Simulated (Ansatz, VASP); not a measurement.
# WC (Qusongite) in two plane-wave programs, part 2 of 2

Wanted: the spread between two codes on one cell, functional and k mesh. The cell is taken from a series of runs on this material, whose earlier steps may have relaxed, scaled, displaced or heated it; both programs get it as it stands.

VASP 6.6.1 and Ansatz 0.2.0.

So far: Starting point; Ansatz: zone-centre phonons, LDA.

## 3. VASP: zone-centre phonons, LDA

Level of this step: LDA; plane waves and PAW (C, W) (VASP).

The same cell, functional (in two slightly different forms), mesh and smearing now go to VASP, with its own data sets.

Lines of VASP's logs that name or quote its potential files are left out, and so is its time.

Input file INCAR:

```
SYSTEM = WC
PREC = Accurate
ENCUT = 600
EDIFF = 1E-08
NELM = 120
ISMEAR = 1
SIGMA = 0.2
LREAL = .FALSE.
ALGO = Normal
GGA = PW92
NBANDS = 11
LASPH = .TRUE.
LORBIT = 11
LWAVE = .FALSE.
LCHARG = .FALSE.
ISIF = 2
IBRION = 8
GGA_COMPAT = .FALSE.
KPAR = 2
```

Input file POSCAR:

```
WC
1.0
    2.8785036101      0.0000000000      0.0000000000
   -1.4392518051      2.4928572512      0.0000000000
    0.0000000000      0.0000000000      2.8409613781
C W
1 1
Direct
    0.6666666658      0.3333333342      0.5000000000
    0.9999999991      0.0000000009      0.0000000000
```

Input file KPOINTS:

```
Automatic mesh
0
Gamma
18 18 16
0 0 0
```

Potentials, in the order of the species: C and W (LDA family, release 64).

Launch:

```bash
> mpirun -np 2 vasp_std
```

Numbers of over 12 decimals in the logs are rounded to 6 here.

The program printed:

```text
[banner, memory and clock lines left out]
running    2 mpi-ranks, on    1 nodes
 distrk:  each k-point on    1 cores,    2 groups
 distr:  one band on    1 cores,    1 groups

 POSCAR found type information on POSCAR C W
 POSCAR found :  2 types and       2 ions
|                                                                             |
|               ----> ADVICE to this user running VASP <----                  |
|                                                                             |
|     You enforced a specific xc type in the INCAR file but a different       |
|     [... a line on the potential file left out ...]
|     I HOPE YOU KNOW WHAT YOU ARE DOING!                                     |
|                                                                             |

 LDA part: xc-table for (Slater(with rela. corr.)+PW92), standard interpolation
 POSCAR, INCAR and KPOINTS ok, starting setup
 FFT: planning ... GRIDC
 FFT: planning ... GRID_SOFT
 FFT: planning ... GRID
 WAVECAR not read
 entering main loop
       N       E                     dE             d eps       ncg     rms          rms(c)
DAV:   1     0.238636087745E+02    0.23864E+02   -0.55153E+03  7326   0.930E+02
DAV:   2    -0.260422173368E+02   -0.49906E+02   -0.47545E+02  8659   0.202E+02
DAV:   3    -0.279592649285E+02   -0.19170E+01   -0.18988E+01  9048   0.339E+01
DAV:   4    -0.279694581198E+02   -0.10193E-01   -0.10191E-01  7977   0.289E+00
DAV:   5    -0.279694915715E+02   -0.33452E-04   -0.33451E-04  8815   0.172E-01    0.345E+01
DAV:   6    -0.249538761892E+02    0.30156E+01   -0.14209E+01  8417   0.225E+01    0.108E+01
DAV:   7    -0.248615398233E+02    0.92336E-01   -0.73267E-01  7497   0.685E+00    0.837E+00
DAV:   8    -0.248155629021E+02    0.45977E-01   -0.11249E-01  8035   0.255E+00    0.244E+00
DAV:   9    -0.248090682125E+02    0.64947E-02   -0.15375E-02  7890   0.799E-01    0.111E-01
DAV:  10    -0.248089591308E+02    0.10908E-03   -0.72041E-04  8349   0.236E-01    0.144E-01
DAV:  11    -0.248089480742E+02    0.11057E-04   -0.55843E-05  8434   0.523E-02    0.680E-03
DAV:  12    -0.248089474334E+02    0.64077E-06   -0.29921E-06  8232   0.119E-02    0.849E-03
DAV:  13    -0.248089474125E+02    0.20902E-07   -0.21092E-07  8366   0.436E-03    0.590E-04
DAV:  14    -0.248089474118E+02    0.71191E-09   -0.66778E-09  4494   0.648E-04
   1 F= -.24808947E+02 E0= -.24808996E+02  d E =0.145157E-03
 Linear response reoptimize wavefunctions to high precision
DAV:   1    -0.248089474124E+02   -0.56002E-09   -0.16129E-09  6326   0.379E-04
DAV:   2    -0.248089474124E+02    0.12278E-10   -0.73426E-11  3852   0.891E-05
 Linear response DOF=           4
 Linear response progress:
  Degree of freedom:   1/  4
       N       E                     dE             d eps       ncg     rms          rms(c)
RMM:   1    -0.119912082032E+00   -0.11991E+00    0.19725E-02 73423   0.207E+00
RMM:   2    -0.115451796116E+00    0.44603E-02   -0.23287E-03 50449   0.436E-01    0.213E-01
RMM:   3    -0.115715951404E+00   -0.26416E-03   -0.49147E-04 47821   0.148E-01    0.111E-01
RMM:   4    -0.116519150644E+00   -0.80320E-03   -0.34490E-04 48067   0.118E-01    0.249E-02
RMM:   5    -0.116491581874E+00    0.27569E-04   -0.43430E-06 52540   0.185E-02    0.102E-03
RMM:   6    -0.116503250585E+00   -0.11669E-04   -0.32830E-07 53411   0.214E-03    0.465E-04
RMM:   7    -0.116500296132E+00    0.29545E-05    0.33304E-08 55045   0.352E-04    0.719E-05
RMM:   8    -0.116500453094E+00   -0.15696E-06    0.26394E-08 53845   0.700E-05    0.314E-05
RMM:   9    -0.116500355274E+00    0.97820E-07    0.47936E-09 56017   0.191E-05    0.468E-06
RMM:  10    -0.116500339100E+00    0.16174E-07    0.49831E-09 52273   0.487E-06    0.135E-06
RMM:  11    -0.116500336674E+00    0.24257E-08    0.23192E-10 39425   0.267E-06    0.457E-07
 first order change of Fermi-energy   0.74329E-05
 force on displaced ion       1 direction 1 : -16.099   0.002   0.000
 Linear response progress:
  Degree of freedom:   2/  4
       N       E                     dE             d eps       ncg     rms          rms(c)
RMM:   1    -0.124412398269E+00   -0.12441E+00    0.36199E-02 25943   0.217E+00
RMM:   2    -0.120758675136E+00    0.36537E-02   -0.25679E-03 17879   0.470E-01    0.199E-01
RMM:   3    -0.120796017260E+00   -0.37342E-04   -0.91553E-04 16897   0.196E-01    0.950E-02
RMM:   4    -0.121699148048E+00   -0.90313E-03   -0.60602E-04 17398   0.145E-01    0.220E-02
RMM:   5    -0.121698476393E+00    0.67166E-06   -0.11384E-05 18376   0.231E-02    0.307E-03
RMM:   6    -0.121726156754E+00   -0.27680E-04   -0.50182E-07 18229   0.516E-03    0.546E-04
RMM:   7    -0.121726161715E+00   -0.49609E-08    0.71865E-08 19257   0.692E-04    0.212E-04
 first order change of Fermi-energy   0.19826E-03
 force on displaced ion       1 direction 3 :   0.000   0.000 -14.297
 Linear response progress:
  Degree of freedom:   3/  4
       N       E                     dE             d eps       ncg     rms          rms(c)
RMM:   1    -0.110583016306E+00   -0.11058E+00   -0.85363E-02 64287   0.188E+00
RMM:   2    -0.107766886886E+00    0.28161E-02   -0.17826E-03 49605   0.324E-01    0.204E-01
RMM:   3    -0.106863565408E+00    0.90332E-03   -0.33849E-04 51772   0.111E-01    0.119E-01
RMM:   4    -0.106469203027E+00    0.39436E-03   -0.50602E-04 51914   0.136E-01    0.182E-02
RMM:   5    -0.106493050698E+00   -0.23848E-04    0.27431E-06 53928   0.146E-02    0.347E-03
RMM:   6    -0.106497902711E+00   -0.48520E-05    0.56545E-07 54085   0.156E-03    0.112E-03
RMM:   7    -0.106498882389E+00   -0.97968E-06    0.74563E-08 55445   0.677E-04    0.141E-04
RMM:   8    -0.106498221356E+00    0.66103E-06    0.38942E-08 54487   0.146E-04    0.152E-05
RMM:   9    -0.106498205584E+00    0.15773E-07    0.35048E-08 56922   0.311E-05    0.489E-06
RMM:  10    -0.106498200903E+00    0.46805E-08    0.12653E-08 56037   0.907E-06    0.285E-06
 first order change of Fermi-energy  -0.64468E-04
 force on displaced ion       2 direction 1 : -16.100   0.002   0.000
 Linear response progress:
  Degree of freedom:   4/  4
       N       E                     dE             d eps       ncg     rms          rms(c)
RMM:   1    -0.116518146651E+00   -0.11652E+00   -0.94486E-02 23555   0.192E+00
RMM:   2    -0.112621159530E+00    0.38970E-02   -0.22727E-03 17530   0.384E-01    0.173E-01
RMM:   3    -0.112042813112E+00    0.57835E-03   -0.21191E-04 18270   0.101E-01    0.954E-02
RMM:   4    -0.111997864959E+00    0.44948E-04   -0.33272E-04 18109   0.121E-01    0.132E-02
RMM:   5    -0.112017641233E+00   -0.19776E-04   -0.34070E-06 19076   0.134E-02    0.420E-03
RMM:   6    -0.112030127191E+00   -0.12486E-04    0.67366E-08 19098   0.158E-03    0.129E-03
RMM:   7    -0.112033063474E+00   -0.29363E-05    0.58881E-08 19196   0.688E-04    0.219E-04
RMM:   8    -0.112033031663E+00    0.31810E-07    0.73943E-08 19370   0.117E-04    0.868E-05
RMM:   9    -0.112032611740E+00    0.41992E-06    0.35276E-09 19813   0.492E-05    0.505E-06
RMM:  10    -0.112032609244E+00    0.24964E-08    0.15095E-09 19509   0.912E-06    0.183E-06
 first order change of Fermi-energy  -0.52452E-03
 force on displaced ion       2 direction 3 :  -0.000   0.000 -14.305
 Linear response finished
```

OUTCAR, selected parts (step 3):

```text
ion  position               nearest neighbor table
   1  0.667  0.333  0.500-   2 2.19   2 2.19   2 2.19   2 2.19   2 2.19   2 2.19
   2  1.000  0.000  0.000-   1 2.19   1 2.19   1 2.19   1 2.19   1 2.19   1 2.19

  LATTYP: Found a hexagonal cell.
 ALAT       =     2.8785036101
 C/A-ratio  =     0.9869577263

 Subroutine GETGRP returns: Found 12 space group operations
 (whereof 12 operations were pure point group operations)

The static configuration has the point symmetry D_3h.

 Found    333 irreducible k-points:

   k-points           NKPTS =    333   k-points in BZ     NKDIM =    333   number of bands    NBANDS=     11

   dimension x,y,z NGX =    24 NGY =   24 NGZ =   24
   dimension x,y,z NGXF=    48 NGYF=   48 NGZF=   48

   ENCUT  =  600.0 eV  44.10 Ry    6.64 a.u.   5.75  5.75  5.67*2*pi/ulx,y,z

   NELECT =      10.0000    total number of electrons

 k-points in reciprocal lattice and weights: Automatic mesh
   0.00000000  0.00000000  0.00000000       0.000
   0.05555556  0.00000000  0.00000000       0.001
   0.11111111  0.00000000  0.00000000       0.001
   0.16666667  0.00000000  0.00000000       0.001
   0.22222222 -0.00000000  0.00000000       0.001
   0.27777778  0.00000000  0.00000000       0.001
   0.33333333 -0.00000000  0.00000000       0.001
   0.38888889 -0.00000000  0.00000000       0.001
   0.44444444 -0.00000000  0.00000000       0.001
[...]
0.33333333  0.27777778  0.50000000       0.002
   0.33333333  0.33333333  0.50000000       0.000

 average (electrostatic) potential at core
       1 -50.0216       2 -37.3267

  Total       -0.0218962     -0.0218962     -1.1355393      0.0000000      0.0000000      0.0000000
  in kB       -1.7208760     -1.7208760    -89.2448640      0.0000000      0.0000000      0.0000000
  external PRESSURE =     -30.8955387 kB  Pullay stress =       0.0000000 kB

  energy-cutoff  :      600.00
  volume of cell :       20.39
      direct lattice vectors                 reciprocal lattice vectors
     2.878503610  0.000000000  0.000000000     0.347402726  0.200573057  0.000000000
    -1.439251805  2.492857251  0.000000000     0.000000000  0.401146114  0.000000000
     0.000000000  0.000000000  2.840961378     0.000000000  0.000000000  0.351993522

 POSITION                                       TOTAL-FORCE (eV/Angst)
 -----------------------------------------------------------------------------------
      1.43925      0.83095      1.42048        -0.000000     -0.000000      0.000000
      2.87850      0.00000      0.00000         0.000000      0.000000      0.000000
 -----------------------------------------------------------------------------------
    total drift:                                0.000001     -0.000001      0.000000

 Eigenvectors and eigenvalues of the dynamical matrix
 ----------------------------------------------------

   1 f  =   18.681023 THz   117.376332 2PiTHz  623.131867 cm-1    77.258470 meV
             X         Y         Z           dx          dy          dz
      1.439252  0.830952  1.420481     0.849298   -0.466225    0.000000
      2.878504  0.000000  0.000000    -0.217084    0.119169   -0.000000

   2 f  =   18.681023 THz   117.376332 2PiTHz  623.131867 cm-1    77.258470 meV
             X         Y         Z           dx          dy          dz
      1.439252  0.830952  1.420481     0.466225    0.849298   -0.000000
      2.878504  0.000000  0.000000    -0.119169   -0.217084    0.000000

   3 f  =   17.605031 THz   110.615673 2PiTHz  587.240629 cm-1    72.808526 meV
             X         Y         Z           dx          dy          dz
      1.439252  0.830952  1.420481    -0.000000    0.000000    0.968836
      2.878504  0.000000  0.000000     0.000000   -0.000000   -0.247701

   4 f/i=    0.000099 THz     0.000622 2PiTHz    0.003302 cm-1     0.000409 meV
             X         Y         Z           dx          dy          dz
      1.439252  0.830952  1.420481    -0.245811   -0.030057    0.000000
      2.878504  0.000000  0.000000    -0.961689   -0.117593    0.000000

   5 f/i=    0.000099 THz     0.000622 2PiTHz    0.003302 cm-1     0.000409 meV
             X         Y         Z           dx          dy          dz
      1.439252  0.830952  1.420481     0.030057   -0.245811    0.000000
      2.878504  0.000000  0.000000     0.117593   -0.961689    0.000000

   6 f/i=    0.001171 THz     0.007358 2PiTHz    0.039063 cm-1     0.004843 meV
             X         Y         Z           dx          dy          dz
      1.439252  0.830952  1.420481    -0.000000    0.000000    0.247701
      2.878504  0.000000  0.000000    -0.000000    0.000000    0.968836

 ELASTIC MODULI CONTR FROM IONIC RELAXATION (kBar)
 Direction    XX          YY          ZZ          XY          YZ          ZX
 --------------------------------------------------------------------------------
 XX        -148.1475    148.1475     -0.0000      0.0000      0.0000      0.0000
 YY         148.1475   -148.1475      0.0000      0.0000     -0.0000     -0.0000
 ZZ          -0.0000     -0.0000     -0.0000      0.0000      0.0000      0.0000
 XY           0.0000      0.0000      0.0000   -148.1475     -0.0000     -0.0000
 YZ           0.0000     -0.0000      0.0000     -0.0000     -0.0000     -0.0000
 ZX           0.0000     -0.0000      0.0000     -0.0000     -0.0000     -0.0000
 --------------------------------------------------------------------------------
```

The data set W keeps the semicore shell frozen, which is cheaper and a little less accurate.

## 4. Side by side

Known differences besides the potentials themselves: the data sets hold 18 valence electrons in Ansatz (on its PAW soft_1 files) and 10 in VASP; the cutoff is 420 eV in Ansatz and 600 eV in VASP; VASP's log shows a relativistic correction to its local exchange, Ansatz's none. Total energies have different zeros and are not compared.

Compared:

```
                  quantity  Ansatz   VASP  difference
     optical mode 1 (cm⁻¹)   581.8  587.2     -0.93 %
optical mode 2 to 3 (cm⁻¹)   616.9  623.1     -1.00 %
```

Modes are paired by rising frequency, not by their patterns, so a pair may set unlike modes beside each other; they are those without the splitting of longitudinal modes.

## 5. What came out

```yaml
r_m_s_difference_of_the_optical_zone_centre_modes_each_program_s_sorted_by_frequency_zone_centre_phonons_lda: 6.0 cm⁻¹
difference_in_optical_mode_2_to_3_zone_centre_phonons_lda: -1.0 %
```

What this shows: The r.m.s. difference of the optical zone-centre modes, each program's sorted by frequency is 6.0 cm⁻¹ (zone-centre phonons, LDA). The data sets hold unlike numbers of valence electrons (18 in Ansatz and 10 in VASP), so part of the differences comes from the potentials. Among the rows given in per cent, the largest difference of the zone-centre phonons, LDA pair is in optical mode 2 to 3, -1.0 %. How closely two codes agree says nothing of how well the functional describes the real material.

[Lines on the potential files, build, host, timing and source positions are cut from VASP's logs without a mark.]

[Logs are printed without paths, hosts, clocks, repeated set-up lines and the standing remarks that a program may print on its own settings, such as how far it seeks lower states.]

[Hosts, paths, dates, database ids (printed as entryN), source tags and the programs' standing remarks are cut or masked in the printed files.]
